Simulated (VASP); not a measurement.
```xyz
5
Lattice="3.9153 0.0000 0.0000 0.0000 3.9153 0.0000 0.0000 0.0000 3.9153" Properties=species:S:1:pos:R:3 pbc="T T T"
Sr     0.0000     0.0000     0.0000
V      1.9577     1.9577     1.9577
O      1.9577     0.0000     1.9577
O      0.0000     1.9577     1.9577
O      1.9577     1.9577     0.0000
```

Calculation: PBE GGA with D4 dispersion, VASP's PBE PAW potentials (set 64) (plane waves; VASP 6.6.1). Numerical set-up: 520 eV cut-off, 8×8×8 Γ-centred mesh, first-order Methfessel-Paxton smearing of 0.10 eV, potentials Sr_sv V_sv O.

Question: Give the stress tensor in GPa (positive for a compressed cell).

Answer: 
```
-9.34   0.00   0.00
 0.00  -9.34   0.00
 0.00   0.00  -9.34
```
The pressure is its mean diagonal, -9.34 GPa.

The compound is SrVO3 in the cubic perovskite structure. This cell is one point of a volume scan, at 1.06 of the reference volume. The run is not spin-polarised, so no magnetic state was tried. The electron count is odd and the run is not spin-polarised, which forces a metal.
